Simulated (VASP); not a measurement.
The input files of a VASP run:

**POSCAR**
```
WAl
1
    0.0000000000     2.8720668209     2.8720668209
    2.8720668209     0.0000000000     2.8720668209
    2.8720668209     2.8720668209     0.0000000000
W Al
1 1
Direct
  0.0000000000   0.0000000000   0.0000000000
  0.2500000000   0.2500000000   0.2500000000
```

### INCAR
```
ALGO = Normal
EDIFF = 1E-7
ENCUT = 400
GGA = PS
ISIF = 2
ISMEAR = -5
LASPH = .TRUE.
LCHARG = .TRUE.
LMAXMIX = 6
LORBIT = 11
LREAL = .FALSE.
LWAVE = .FALSE.
NEDOS = 601
NELM = 100
PREC = Accurate
SYSTEM = WAl
```

### KPOINTS
```
Automatic mesh
0
Gamma
12 12 12
0 0 0
```

POTCAR, in this order: W_sv Al (PBE.64 set). Program: vasp_std.

### Question
Write an equivalent input for Quantum ESPRESSO's pw.x.

### Answer
One equivalent input (not run):
```
&CONTROL
  calculation = 'scf'
  pseudo_dir = './pseudo'
  outdir = './out'
  tprnfor = .true.
  tstress = .true.
/
&SYSTEM
  ibrav = 0
  nat = 2
  ntyp = 2
  ecutwfc = 74
  occupations = 'tetrahedra'
  input_dft = 'pbesol'
/
&ELECTRONS
  conv_thr = 7.3e-09
  electron_maxstep = 100
/
ATOMIC_SPECIES
  W 183.840 W.upf
  Al 26.982 Al.upf
CELL_PARAMETERS angstrom
     0.0000000    2.8720668    2.8720668
     2.8720668    0.0000000    2.8720668
     2.8720668    2.8720668    0.0000000
ATOMIC_POSITIONS crystal
  W    0.0000000  0.0000000  0.0000000
  Al   0.2500000  0.2500000  0.2500000
K_POINTS automatic
  12 12 12 0 0 0
```
The two are equivalent in intent, not identical: the potentials are each code's own (VASP's PAW set, PseudoDojo norm-conserving files in pw.x), so ENCUT and ecutwfc are chosen apart and not converted; conv_thr bounds pw.x's estimated SCF error, while EDIFF bounds the energy change between steps.

The structure was generated: WAl was put into the zinc blende type (F-43m), which need not be its known phase. It was relaxed first, which changed the volume by -32 %.
